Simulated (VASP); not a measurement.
Level of theory: vdW-DF2, VASP's PBE PAW potentials (set 64) (plane waves; VASP).

A VASP calculation is set up with these files.

### INCAR
```
! general
SYSTEM  =Si
PREC    =Accurate
ENCUT   =520
LREAL   =F
LASPH   =T

! electronic loop
EDIFF   =1E-6
NELM    =100
ALGO    =Normal

! smearing
ISMEAR  =0
SIGMA   =0.05

! functional
GGA     =ML
LUSE_VDW=T
AGGAC   =0.0
ZAB_VDW =-1.8867

! ions
IBRION  =2
NSW     =60
ISIF    =3
EDIFFG  =-0.01

! output
LWAVE   =F
LCHARG  =F
```

File POSCAR:
```
Si
1.0
  0.0000000000   2.7696324465   2.7696324465
  2.7696324465   0.0000000000   2.7696324465
  2.7696324465   2.7696324465   0.0000000000
Si
2
Direct
  0.0000000000   0.0000000000   0.0000000000
  0.2500000000   0.2500000000   0.2500000000
```

KPOINTS:
```
Automatic mesh
0
Gamma
8 8 8
0 0 0
```

POTCAR, in this order: Si (PBE.64 set). Program: vasp_std.

The resulting files:

**OUTCAR**
```
 ion  position               nearest neighbor table
   1  0.000  0.000  0.000-   2 2.40   2 2.40   2 2.40   2 2.40
   2  0.250  0.250  0.250-   1 2.40   1 2.40   1 2.40   1 2.40
  LATTYP: Found a face centered cubic cell.
 ALAT       =     5.5392648930
 Subroutine PRICEL returns:
 Original cell was already a primitive cell.
 Subroutine GETGRP returns: Found 48 space group operations
The static configuration has the point symmetry T_d .
 The point group associated with its full space group is O_h .
The dynamic configuration has the point symmetry T_d .
 Subroutine INISYM returns: Found 48 space group operations
 Subroutine IBZKPT returns following result:
 Found     29 irreducible k-points:

 Following reciprocal coordinates:
            Coordinates               Weight
  0.000000  0.000000  0.000000      1.000000
  0.125000  0.000000  0.000000      8.000000
  0.250000  0.000000  0.000000      8.000000
  0.375000  0.000000  0.000000      8.000000
  0.500000  0.000000  0.000000      4.000000
  0.125000  0.125000  0.000000      6.000000
  0.250000  0.125000  0.000000     24.000000
  0.375000  0.125000  0.000000     24.000000
...
```

File OSZICAR:
```
       N       E                     dE             d eps       ncg     rms          rms(c)
DAV:   1     0.117945215119E+02    0.11795E+02   -0.33460E+03   464   0.768E+02
DAV:   2    -0.733450649471E+01   -0.19129E+02   -0.18339E+02   760   0.833E+01
DAV:   3    -0.761240896079E+01   -0.27790E+00   -0.27790E+00   552   0.127E+01
DAV:   4    -0.761390216281E+01   -0.14932E-02   -0.14932E-02   792   0.108E+00
DAV:   5    -0.761390295767E+01   -0.79486E-06   -0.79521E-06   552   0.254E-02    0.330E+00
DAV:   6    -0.755181572424E+01    0.62087E-01   -0.13495E-01   552   0.228E+00    0.216E+00
DAV:   7    -0.751144598003E+01    0.40370E-01   -0.38846E-01   600   0.361E+00    0.380E-01
DAV:   8    -0.751094033009E+01    0.50565E-03   -0.18257E-02   544   0.943E-01    0.187E-01
DAV:   9    -0.751029273915E+01    0.64759E-03   -0.39700E-03   584   0.405E-01    0.337E-02
DAV:  10    -0.751030265912E+01   -0.99200E-05   -0.41612E-05   712   0.652E-02    0.146E-02
DAV:  11    -0.751031096810E+01   -0.83090E-05   -0.17379E-05   552   0.466E-02    0.541E-03
DAV:  12    -0.751031177848E+01   -0.81038E-06   -0.35267E-07   464   0.670E-03
   1 F= -.75103118E+01 E0= -.75103118E+01  d E =-.751031E+01
```

**OUTCAR**
```
------------------------ aborting loop because EDIFF is reached ----------------------------------------
  FORCE on cell =-STRESS in cart. coord.  units (eV):
  Direction    XX          YY          ZZ          XY          YZ          ZX
  --------------------------------------------------------------------------------------
  Total       -0.0003496     -0.0003496     -0.0003496     -0.0000000      0.0000000      0.0000000
  in kB       -0.0131827     -0.0131827     -0.0131827     -0.0000000      0.0000000      0.0000000
  external PRESSURE =      -0.0131827 kB  Pullay stress =       0.0000000 kB
  volume of cell :       42.49
      direct lattice vectors                 reciprocal lattice vectors
     0.000000000  2.769632447  2.769632447    -0.180529370  0.180529370  0.180529370
     2.769632447  0.000000000  2.769632447     0.180529370 -0.180529370  0.180529370
     2.769632447  2.769632447  0.000000000     0.180529370  0.180529370 -0.180529370
 POSITION                                       TOTAL-FORCE (eV/Angst)
 -----------------------------------------------------------------------------------
      0.00000      0.00000      0.00000        -0.000000      0.000000      0.000000
      1.38482      1.38482      1.38482         0.000000      0.000000      0.000000
 -----------------------------------------------------------------------------------
    total drift:                               -0.000000     -0.000000     -0.000000
  FREE ENERGIE OF THE ION-ELECTRON SYSTEM (eV)
  ---------------------------------------------------
  free  energy   TOTEN  =        -7.5103117785 eV

  energy  without entropy=       -7.5103117785  energy(sigma->0) =       -7.51031178

 reached required accuracy - stopping structural energy minimisation
```
(Selected blocks of OUTCAR.)

### OUTCAR
```
 val. band max:        5.1996233842   @ k =   0.0000   0.0000   0.0000

 cond. band min:       6.1982912677   @ k =   0.3750   0.3750   0.0000


 Fermi energy:         5.4167193776

 k-point     1 :       0.0000    0.0000    0.0000
  band No.  band energies     occupation
      1      -6.2667      2.00000
      2       5.1996      2.00000
      3       5.1996      2.00000
      4       5.1996      2.00000
      5       7.8115      0.00000
      6       7.9675      0.00000
      7       7.9675      0.00000
      8       7.9675      0.00000

 k-point     2 :       0.1250    0.0000    0.0000
  band No.  band energies     occupation
      1      -6.0753      2.00000
      2       3.6471      2.00000
      3       4.9471      2.00000
      4       4.9471      2.00000
      5       7.6411      0.00000
      6       8.3501      0.00000
      7       8.3501      0.00000
      8       9.4149      0.00000

 k-point     3 :       0.2500    0.0000    0.0000
  band No.  band energies     occupation
      1      -5.5194      2.00000
      2       1.4427      2.00000
      3       4.5146      2.00000
      4       4.5146      2.00000
      5       7.1485      0.00000
      6       8.8794      0.00000
      7       8.8794      0.00000
      8      11.6553      0.00000

 k-point     4 :       0.3750    0.0000    0.0000
  band No.  band energies     occupation
      1      -4.6971      2.00000
      2      -0.4462      2.00000
      3       4.2037      2.00000
      4       4.2037      2.00000
      5       6.7816      0.00000
      6       8.9213      0.00000
      7       8.9213      0.00000
      8      13.2293      0.00000

 k-point     5 :       0.5000    0.0000    0.0000
  band No.  band energies     occupation
      1      -4.1324      2.00000
      2      -1.3749      2.00000
      3       4.0956      2.00000
      4       4.0956      2.00000
      5       6.6523      0.00000
      6       8.8489      0.00000
      7       8.8489      0.00000
...
```

The compound is Si in the diamond structure. It was relaxed first, which changed the volume by +6 %. The start is the result of an earlier pass.
